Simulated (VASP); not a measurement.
Write the native input for VASP 6.6.1 that does the following.

* Task: relaxation of cell and atoms
* Functional: PBE
* Potentials or basis: VASP PAW PBE potentials, release 64 (Mg, Cd, O)
* Cutoff: 520 eV
* k mesh: 3 × 3 × 3
* Occupations: gaussian, width 0.15 eV
* Spin: no spin polarisation
* Further INCAR settings: PREC = Normal; LREAL = Auto; ALGO = Fast; EDIFF = 0.0001; IBRION = 2; EDIFFG = -0.08; NSW = 24; ISIF = 3

The structure of Mg2CdO3 lies in POSCAR:

```
Mg2CdO3
1.0
    5.2000000000     -2.9850000000      0.0000000000
    5.2000000000      2.9850000000      0.0000000000
    0.0000000000      0.0000000000      5.1500000000
Mg Cd O
4 2 6
Direct
    0.8297000000      0.5195000000      0.0000000000
    0.1703000000      0.4805000000      0.5000000000
    0.5195000000      0.8297000000      0.5000000000
    0.4805000000      0.1703000000      0.0000000000
    0.1703000000      0.8297000000      0.9939000000
    0.8297000000      0.1703000000      0.4939000000
    0.4523000000      0.8369000000      0.9113000000
    0.1631000000      0.5477000000      0.9113000000
    0.1135000000      0.8865000000      0.3453000000
    0.8369000000      0.4523000000      0.4113000000
    0.5477000000      0.1631000000      0.4113000000
    0.8865000000      0.1135000000      0.8453000000
```

The cell was built by a generator and needn't be a form met in nature.

The input as run:

INCAR

```
SYSTEM = Mg2CdO3
ALGO = Fast
EDIFF = 1E-4
EDIFFG = -0.08
ENCUT = 520
GGA = PE
IBRION = 2
ISIF = 3
ISMEAR = 0
LASPH = .True.
LCHARG = .False.
LREAL = Auto
LWAVE = .False.
NELM = 60
NSW = 24
PREC = Normal
SIGMA = 0.15
```

KPOINTS

```
k-points
0
Gamma
  3 3 3
  0 0 0
```

Potentials or basis: VASP PAW PBE potentials, release 64 (Mg, Cd, O).

Command:

```bash
$ cat potpaw_PBE.64/Mg/POTCAR potpaw_PBE.64/Cd/POTCAR potpaw_PBE.64/O/POTCAR > POTCAR
$ mpirun -np 1 vasp_std > vasp.out
```

It gave:

* Relaxed volume: 13.54 Å³/atom
* Relaxed cell: a = 5.933 Å, b = 5.933 Å, c = 5.340 Å, α = 90.00°, β = 90.00°, γ = 59.83°
* Space group after relaxing (to 0.05 Å): Cmc2_1 (No. 36)
* Energy gained by relaxing: 1337.3 meV/atom
* Ionic steps: 17
* Pressure after relaxing: 0.1 GPa
* Largest force after relaxing: 0.064 eV/Å
* Band gap on the k mesh: 1.90 eV, indirect (least direct gap 1.95 eV)

Caveat: an odd mesh through Γ misses points on the zone boundary, where band edges often lie; the relaxation stopped at a loose force limit of 0.08 eV/Å, so its end isn't a converged minimum.

Wall time 6.2 min on 1 thread of Intel(R) Xeon(R) Platinum 8488C (Sapphire Rapids) (shared host), peak memory 0.22 GiB.
